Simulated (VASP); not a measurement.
Write the native input for VASP 6.6.1 that does the following.

```yaml
Task: single point
Functional: r2SCAN
Potentials_or_basis: VASP PAW PBE potentials, release 64 (Si, B)
Cutoff: 520 eV
k_mesh: 10 × 6 × 8
Occupations: gaussian, width 0.1 eV
Spin: no spin polarisation
Further_INCAR_settings: ALGO = Normal; EDIFF = 1e-06
```

The structure of SiB2 lies in POSCAR:

```
SiB2                                    
1.0
    2.9578513761      0.0000000000      0.0000000000
    0.0000000000      4.7661060140      0.0000000000
    0.0000000000      0.0000000000      3.7353395158
  Si              B             
     2     4
Direct
     0.5000000000000000    0.5000000000000000    0.1322785766598092
     0.0000000000000000    0.0000000000000000    0.8677214233401909
     0.5000000000000000    0.6972083115514142    0.6149924828665440
     0.5000000000000000    0.3027916884485857    0.6149924828665440
     0.0000000000000000    0.1972083115514142    0.3850075171334562
     0.0000000000000000    0.8027916884485858    0.3850075171334562
```

The cell was built by a generator and needn't be a form met in nature.

These files were run (other wordings do the same):

INCAR

```
SYSTEM = SiB2
PREC = Accurate
ENCUT = 520
EDIFF = 1E-6
ISMEAR = 0
SIGMA = 0.1
LREAL = .FALSE.
LASPH = .TRUE.
NELM = 150
ALGO = Normal
ISIF = 2
LWAVE = .FALSE.
LCHARG = .FALSE.
METAGGA = R2SCAN
LMIXTAU = .TRUE.
KPAR = 4
```

KPOINTS

```
Automatic mesh
0
G
  10 6 8
  0 0 0
```

Potentials or basis: VASP PAW PBE potentials, release 64 (Si, B).

Command:

```console
$ cat potpaw_PBE.64/Si/POTCAR potpaw_PBE.64/B/POTCAR > POTCAR
$ mpirun -np 4 vasp_std > vasp.out
```

Results of the run:

```
Pressure               : -2.7 GPa
Largest force          : 0.163 eV/Å
Band gap on the k mesh : none (metal or under the smearing width)
```

Caveat: the PAW data sets were made with another functional, which shifts forces and pressure a little.

Wall time 66 s on 4 MPI ranks on AMD EPYC 9R14 (Zen 4), on a shared host, peak memory 0.19 GiB a rank.
